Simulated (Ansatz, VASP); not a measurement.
# GaCuSe2 in two plane-wave programs, part 2 of 2

Wanted: the spread between two codes on one cell, functional and k mesh. The cell is taken from a series of runs on this material, whose earlier steps may have relaxed, scaled, displaced or heated it; both programs get it as it stands.

VASP 6.6.1 and Ansatz 0.2.0.

So far. Step 4 (Side by side): The largest component of a force difference here is 14 meV/Å. A gap on the mesh is an upper bound, since the band edges may lie between its points.

## (5) VASP: single point, PBE, pair 2

Level of this step: PBE, no spin polarisation; plane waves and PAW (Ga_d, Cu, Se) (VASP).

With cell and atoms fixed, the geometry can't cause a difference; cores, projectors, grids and the points listed under the comparison can. The cell compared in this pair holds 195.80 Å³, against 179.29 Å³ for the pair before.

Contents of INCAR:

```
SYSTEM = GaCuSe2
PREC = Accurate
ENCUT = 600
EDIFF = 1E-06
NELM = 120
ISMEAR = -1
SIGMA = 0.02
LREAL = .FALSE.
ALGO = Normal
GGA = PE
NBANDS = 44
LASPH = .TRUE.
LORBIT = 11
LWAVE = .FALSE.
LCHARG = .FALSE.
ISIF = 2
GGA_COMPAT = .FALSE.
EFERMI = MIDGAP
KPAR = 2
```

Contents of POSCAR:

```
GaCuSe2
1.0
   -2.9219320000      2.9219320000      5.7335200000
    2.9219320000     -2.9219320000      5.7335200000
    2.9219320000      2.9219320000     -5.7335200000
Ga Cu Se
2 2 4
Direct
    0.5000000000      0.5000000000      0.0000000000
    0.2500000000      0.7500000000      0.5000000000
    1.0000000000      0.0000000000      0.0000000000
    0.7500000000      0.2500000000      0.5000000000
    0.3750000000      0.3707431133      0.4957431133
    0.6292568867      0.1250000000      0.0042568867
    0.8750000000      0.8792568867      0.5042568867
    0.1207431133      0.6250000000      0.9957431133
```

Contents of KPOINTS:

```
Automatic mesh
0
Gamma
6 6 6
0 0 0
```

Potentials, in the order of the species: Ga_d, Cu and Se (PBE family, release 64).

Command:

```bash
mpirun -np 2 vasp_std
```

Numbers of over 12 decimals in the logs are rounded to 6 here.

The program printed:

```text
[... set-up lines as in an earlier step ...]
 entering main loop
       N       E                     dE             d eps       ncg     rms          rms(c)
DAV:   1     0.729363057478E+03    0.72936E+03   -0.33918E+04  2704   0.230E+03
DAV:   2     0.102729915052E+03   -0.62663E+03   -0.60865E+03  2696   0.585E+02
DAV:   3    -0.215556249078E+02   -0.12429E+03   -0.12030E+03  3264   0.219E+02
DAV:   4    -0.320885557498E+02   -0.10533E+02   -0.10352E+02  3696   0.604E+01
[...]
DAV:  14    -0.309512868506E+02   -0.77738E-05   -0.49447E-05  3860   0.110E-01    0.115E-02
DAV:  15    -0.309512847074E+02    0.21432E-05   -0.12445E-05  3112   0.656E-02    0.238E-03
DAV:  16    -0.309512850603E+02   -0.35291E-06   -0.19452E-06  2144   0.144E-02
   1 F= -.30951285E+02 E0= -.30951146E+02  d E =-.277559E-03
```

Parts of OUTCAR (step 5):

```text
  Total       -4.7095154     -4.7095154     -4.2117916      0.0000000      0.0000000      0.0000000
  in kB      -38.5358794    -38.5358794    -34.4632255      0.0000000      0.0000000      0.0000000
  external PRESSURE =     -37.1783281 kB  Pullay stress =       0.0000000 kB

 POSITION                                       TOTAL-FORCE (eV/Angst)
 -----------------------------------------------------------------------------------
      0.00000      0.00000      5.73352         0.000000      0.000000      0.000000
      2.92193      0.00000      2.86676        -0.000000      0.000000      0.000000
      0.00000      0.00000      0.00000         0.000000     -0.000000     -0.000000
      0.00000      2.92193      2.86676         0.000000      0.000000     -0.000000
      1.43609      1.46097      1.43338         0.011827      0.000000     -0.000000
     -1.46097      1.48584      4.30014         0.000000     -0.011827     -0.000000
      1.48584      1.46097      7.16690        -0.011827      0.000000     -0.000000
      4.38290      1.43609     -1.43338         0.000000      0.011827     -0.000000
 -----------------------------------------------------------------------------------
    total drift:                               -0.000004     -0.000004     -0.000005

  FREE ENERGIE OF THE ION-ELECTRON SYSTEM (eV)
  ---------------------------------------------------
  free  energy   TOTEN  =       -30.9512850603 eV

  energy  without entropy=      -30.9510075013  energy(sigma->0) =      -30.95114628

[... 1 part as in an earlier step ...]

[... 2 further parts left out ...]
[key lines of the parts left out:]
E-fermi :   2.9297
```

The run ends at a pressure of -3.72 GPa, with forces up to 0.012 eV/Å.

## (6) Ansatz: single point, PBE, pair 2

The same cell, functional, mesh and smearing now go to Ansatz, which takes its cutoff from its data sets.

The cell is taken from a series of runs on this material, whose earlier steps may have relaxed, scaled, displaced or heated it; both programs get it as it stands.

Contents of input.yaml:

```yaml
crystal:
  lattice:
    - [-2.921932, 2.921932, 5.73352]
    - [2.921932, -2.921932, 5.73352]
    - [2.921932, 2.921932, -5.73352]
  atoms:
    - { symbol: Ga, position: [0.5, 0.5, 0.0] }
    - { symbol: Ga, position: [0.25, 0.75, 0.5] }
    - { symbol: Cu, position: [0.0, 0.0, 0.0] }
    - { symbol: Cu, position: [0.75, 0.25, 0.5] }
    - { symbol: Se, position: [0.375, 0.3707431133, 0.4957431133] }
    - { symbol: Se, position: [0.6292568867, 0.125, 1.0042568867] }
    - { symbol: Se, position: [0.875, 0.8792568867, 0.5042568867] }
    - { symbol: Se, position: [0.1207431133, 0.625, -0.0042568867] }
kpoints:
  mp_grid: { grid: [6, 6, 6] }
  band_path:
    path:
      - [0.0, 0.0, 0.0]
      - [0.0, 0.0, 0.5]
      - [0.25, 0.25, 0.25]
      - [0.0, 0.5, 0.0]
      - [0.5, 0.5, -0.5]
      - [0.31492883, 0.68507117, -0.31492883]
      - [-0.31492883, 0.31492883, 0.31492883]
      - [-0.12985765, 0.12985765, 0.5]
    npoints: 1
hamiltonian:
  xc: pbe
  pseudopotentials: { kind: paw, azcp: { folder: soft_1 } }
scf:
  occupations: { method: fermi_dirac, width: 0.02 }
  n_extra_bands: 6
output:
  eigenvalues: true
  forces: true
  stress: true
```

Command:

```bash
ansatz run input.yaml --threads 2 --pin off --max-ram 92160MiB --backend cuda --events-out ev --progress --plain --runs-dir out --devices 1 --max-vram 13GiB
```

The program printed:

```text
[...]
GPUs: using 1 of 1 available (devices: 1).
[...]
GPU FFT provider: cuFFT
GPU libraries: cuBLAS 13.8.2, cuFFT 12.4.0, cuSOLVER 12.3.4
Crystal: 8 atoms, lattice volume = 195.804 Å³
Basis set: ecut = 420 eV, 3795 PW (Γ), exchange–correlation on 96×96×96 points (8 copies of the dense FFT grid, shifted against one another)
[...]
k-point 0: bands = [... 60 lower, 5.6749, 6.6865, 6.8458, 6.8458, 6.9659, 8.9139, 9.0269, 10.8294, ... 2 higher]
  k-point 1: bands = [... 60 lower, 5.7614, 5.8982, 6.6907, 6.7895, 7.8608, 8.9462, 9.7979, 10.4401, ... 2 higher]
  k-point 2: bands = [... 60 lower, 5.9063, 5.9593, 6.4117, 6.6555, 8.2568, 8.4885, 10.0286, 10.0773, ... 2 higher]
  k-point 29: bands = [... 60 lower, 5.9541, 5.9541, 6.2155, 6.2155, 8.5138, 8.5138, 9.0486, 9.0486, ... 2 higher]
[key lines of the parts left out:]
SCF converged after 11 iterations
Free energy (F): -42696.403332 eV
Fermi energy:    6.938149 eV
P = ⅓ Tr σ = -3.8684 GPa (-38.684 kbar)
```

## (7) Differences

What differs besides the data sets and the points named for the pairs above, as far as they apply: the data sets hold 128 valence electrons in Ansatz (on its PAW soft_1 files) and 72 in VASP. Total energies have different zeros and are not compared.

Both answers:

```csv
quantity,Ansatz,VASP,difference
pressure (GPa),-3.87,-3.72,-0.15
gap on the k mesh (eV),0.104,0.104,0.000
```

The largest component of a force difference here is 12 meV/Å. A gap on the mesh is an upper bound, since the band edges may lie between its points.

## (8) VASP: single point, PBE, pair 3

With cell and atoms fixed, the geometry can't cause a difference; cores, projectors, grids and the points listed under the comparison can. The cell compared in this pair holds 172.33 Å³, against 195.80 Å³ for the pair before.

INCAR is that of step 5.

Contents of POSCAR:

```
GaCuSe2
1.0
   -2.7814545000      2.8095500000      5.5130000000
    2.7814545000     -2.8095500000      5.5130000000
    2.7814545000      2.8095500000     -5.5130000000
Ga Cu Se
2 2 4
Direct
    0.5001392664      0.5001392664      0.0000000000
    0.2498607336      0.7498607336      0.5000000000
    0.9998603310      0.9998603310      0.0000000000
    0.7501396690      0.2501396690      0.5000000000
    0.3750000000      0.3677826220      0.4927826220
    0.6314370691      0.1250000000      0.0064370691
    0.8750000000      0.8822173780      0.5072173780
    0.1185629309      0.6250000000      0.9935629309
```

KPOINTS is that of step 5.

Command:

```bash
mpirun -np 2 vasp_std
```

The program printed:

```text
[... set-up lines as in an earlier step ...]
 entering main loop
       N       E                     dE             d eps       ncg     rms          rms(c)
DAV:   1     0.751767446363E+03    0.75177E+03   -0.34299E+04  4144   0.241E+03
DAV:   2     0.110854720819E+03   -0.64091E+03   -0.62125E+03  4088   0.614E+02
DAV:   3    -0.216356644545E+02   -0.13249E+03   -0.12840E+03  4952   0.228E+02
DAV:   4    -0.323026790755E+02   -0.10667E+02   -0.10526E+02  5672   0.629E+01
[...]
DAV:  14    -0.310267262276E+02   -0.84142E-05   -0.47651E-05  5652   0.110E-01    0.114E-02
DAV:  15    -0.310267237736E+02    0.24540E-05   -0.15595E-05  4668   0.802E-02    0.299E-03
DAV:  16    -0.310267243973E+02   -0.62367E-06   -0.36151E-06  4000   0.953E-03
   1 F= -.31026724E+02 E0= -.31026718E+02  d E =-.127643E-04
```

OUTCAR, selected parts (step 8):

```text
  Total        3.9721558      3.5776933      4.0151618      0.0000000      0.0000000      0.0000000
  in kB       36.9300712     33.2626606     37.3299085      0.0000000      0.0000000      0.0000000
  external PRESSURE =      35.8408801 kB  Pullay stress =       0.0000000 kB

 POSITION                                       TOTAL-FORCE (eV/Angst)
 -----------------------------------------------------------------------------------
      0.00000      0.00000      5.51454        -0.000000      0.000000      0.001017
      2.78145     -0.00000      2.75496         0.000000     -0.000000     -0.001017
      0.00000      0.00000     11.02446        -0.000000      0.000000     -0.002384
      0.00000      2.80955      2.75804         0.000000     -0.000000      0.002384
      1.35058      1.40478      1.37825         0.010323      0.000000      0.000000
     -1.39073      1.44095      4.13475        -0.000000     -0.010256      0.000000
      1.43088      1.40477      6.89125        -0.010323     -0.000000      0.000000
      4.17218      1.36860     -1.37825        -0.000000      0.010256      0.000000
 -----------------------------------------------------------------------------------
    total drift:                               -0.000001     -0.000002     -0.000002

  FREE ENERGIE OF THE ION-ELECTRON SYSTEM (eV)
  ---------------------------------------------------
  free  energy   TOTEN  =       -31.0267243973 eV

  energy  without entropy=      -31.0267116331  energy(sigma->0) =      -31.02671802

[... 3 further parts left out ...]
[key lines of the parts left out:]
E-fermi :   4.2758
```

The run ends at a pressure of 3.58 GPa, with forces up to 0.010 eV/Å.

## (9) Ansatz: single point, PBE, pair 3

The same cell, functional, mesh and smearing now go to Ansatz, which takes its cutoff from its data sets.

The cell is taken from a series of runs on this material, whose earlier steps may have relaxed, scaled, displaced or heated it; both programs get it as it stands.

input.yaml, the sections that differ from step 6:

```yaml
crystal:
  lattice:
    - [-2.7814545, 2.80955, 5.513]
    - [2.7814545, -2.80955, 5.513]
    - [2.7814545, 2.80955, -5.513]
  atoms:
    - { symbol: Ga, position: [0.5001392664, 0.5001392664, 0.0] }
    - { symbol: Ga, position: [0.2498607336, 0.7498607336, 0.5] }
    - { symbol: Cu, position: [-0.000139669, -0.000139669, 0.0] }
    - { symbol: Cu, position: [0.750139669, 0.250139669, 0.5] }
    - { symbol: Se, position: [0.375, 0.367782622, 0.492782622] }
    - { symbol: Se, position: [0.6314370691, 0.125, 1.0064370691] }
    - { symbol: Se, position: [0.875, 0.882217378, 0.507217378] }
    - { symbol: Se, position: [0.1185629309, 0.625, -0.0064370691] }
# kpoints, hamiltonian, scf, output: as in step 6
```

Command:

```bash
ansatz run input.yaml --threads 2 --pin off --max-ram 92160MiB --backend cuda --events-out ev --progress --plain --runs-dir out --devices 1 --max-vram 13GiB
```

The program printed:

```text
[...]
GPUs: using 1 of 1 available (devices: 1).
[...]
GPU FFT provider: cuFFT
GPU libraries: cuBLAS 13.8.2, cuFFT 12.4.0, cuSOLVER 12.3.4
Crystal: 8 atoms, lattice volume = 172.328 Å³
Basis set: ecut = 420 eV, 3411 PW (Γ), exchange–correlation on 96×96×96 points (8 copies of the dense FFT grid, shifted against one another)
[...]
k-point 0: bands = [... 60 lower, 7.0536, 8.5906, 8.6240, 8.7210, 8.9091, 10.5642, 10.8339, 12.6432, ... 2 higher]
  k-point 1: bands = [... 60 lower, 7.1982, 7.5501, 8.3359, 8.5320, 10.0352, 10.7959, 11.6744, 12.4247, ... 2 higher]
  k-point 2: bands = [... 60 lower, 7.4118, 7.4553, 7.9755, 8.3400, 10.3961, 10.5782, 11.8126, 12.2110, ... 2 higher]
  k-point 45: bands = [... 60 lower, 7.4108, 7.4447, 7.7220, 7.7602, 10.4496, 10.4791, 10.5745, 10.6280, ... 2 higher]
[key lines of the parts left out:]
SCF converged after 12 iterations
Free energy (F): -42696.505173 eV
Fermi energy:    8.815232 eV
P = ⅓ Tr σ = 3.3886 GPa (33.886 kbar)
```

## (10) Differences

What differs besides the data sets and the points named for the pairs above, as far as they apply: the data sets hold 128 valence electrons in Ansatz (on its PAW soft_1 files) and 72 in VASP. Total energies have different zeros and are not compared.

The two programs side by side:

```csv
quantity,Ansatz,VASP,difference
pressure (GPa),3.39,3.58,-0.20
gap on the k mesh (eV),0.188,0.208,-0.020
```

The largest component of a force difference here is 15 meV/Å. A gap on the mesh is an upper bound, since the band edges may lie between its points.

## (11) Summary of results

| Quantity | Value |
| --- | --- |
| difference in gap on the k mesh (single point, PBE, pair 1) | -0.019 eV |
| difference in gap on the k mesh (single point, PBE, pair 2) | -2.0e-5 eV |
| difference in gap on the k mesh (single point, PBE, pair 3) | -0.020 eV |
| r.m.s. force difference (single point, PBE, pair 3) | 6.1 meV/Å |

In words: The r.m.s. force difference is 6.1 meV/Å (single point, PBE, pair 3), within the 12 meV/Å picked in this series as the mark of a large difference. The data sets hold unlike numbers of valence electrons (128 in Ansatz and 72 in VASP), so part of the differences may come from the potentials. How closely two codes agree says nothing of how well the functional describes the real material.

[Lines on the potential files, build, host, timing and source positions are cut from VASP's logs without a mark.]

[Logs are printed without paths, hosts, clocks, repeated set-up lines and the standing remarks that a program may print on its own settings, such as how far it seeks lower states.]

[Hosts, paths, dates, database ids (printed as entryN), source tags and the programs' standing remarks are cut or masked in the printed files.]
